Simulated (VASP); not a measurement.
Given:

```xyz
2
Lattice="1.3519 -2.3415 0.0000 1.3519 2.3415 0.0000 0.0000 0.0000 4.3974" Properties=species:S:1:pos:R:3 pbc="T T T"
Tc     1.3519     0.7805     1.0994
Tc     1.3519    -0.7805     3.2981
```

Computed with PBE GGA, VASP's PBE PAW potentials (set 64) (plane waves; VASP). Run with 480 eV cut-off, 14×14×8 Γ-centred mesh, first-order Methfessel-Paxton smearing of 0.10 eV, potentials Tc_pv.

### Question
Estimate the energy per atom (σ→0), pressure, band gap (on the k-mesh) with the smallest direct gap where there is one.

### Answer

The band gap (on the k-mesh) is none (metal, semimetal or under 0.01 eV). The energy per atom (σ→0) is -996.8 kJ/mol of atoms and the pressure is 10.76 GPa.

Only differences to runs with the same potentials and settings are physical.

The compound is Tc in the hcp structure. This cell was strained or had an atom moved on purpose.
